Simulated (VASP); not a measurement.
Data:

```
CELL_PARAMETERS angstrom
      0.00000     2.42802     2.42802
      2.42802     0.00000     2.42802
      9.49211     9.49211     0.21998
ATOMIC_POSITIONS crystal
  Sr 0.00000 0.00000 0.00000
  O  0.48539 0.48539 0.13596
  O  0.49463 0.49463 0.37903
  O  0.50537 0.50537 0.62097
  O  0.51461 0.51461 0.86404
  Cd 0.98893 0.98893 0.25830
  Cd 0.00000 0.00000 0.50000
  Cd 0.01107 0.01107 0.74170
```

All values below come from PBEsol GGA, VASP's PBE PAW potentials (set 64) (plane waves; VASP). Numerical set-up: 520 eV cut-off, Gaussian smearing of 0.050 eV, potentials Sr_sv O Cd.

### Question
Predict the band gap (along the path) with the smallest direct gap where there is one.

### Answer

```
Quantity                               Result
------------------------------------  -------
band gap (along the path)             0.45 eV
smallest direct gap (along the path)  0.55 eV
```

The structure was generated: Cd3SrO4 was put into an ordered model structure (R-3m), which need not be its known phase. It was relaxed first.
